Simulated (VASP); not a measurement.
Energy against volume of Zr (hcp). These are PBE GGA, VASP's PBE PAW potentials (set 64) (plane waves; VASP) values and carry that method's errors. Run with 520 eV cut-off, 13×13×7 Γ-centred mesh, first-order Methfessel-Paxton smearing of 0.10 eV, potentials Zr_sv.

Shape and ions are relaxed at each volume.

```
V (Å³/atom)  E (eV/atom)
-----------  -----------
22.694          -8.51309
23.396          -8.51976
24.097          -8.51404
24.799          -8.49748
```

**Question.** Fit these four points and predict the energy of the run at 21.992 Å³/atom.

**Answer.** A cubic in V^(−2/3), the third-order Birch-Murnaghan form, passes through the four points with V0 = 23.41 Å³/atom and B0 = 94 GPa, and gives -8.4922 eV/atom there. The run gave -8.4924 eV/atom, -0.2 meV/atom from the fit; all five points give B0 = 94 GPa.

The compound is Zr in the hcp structure. It was relaxed first.
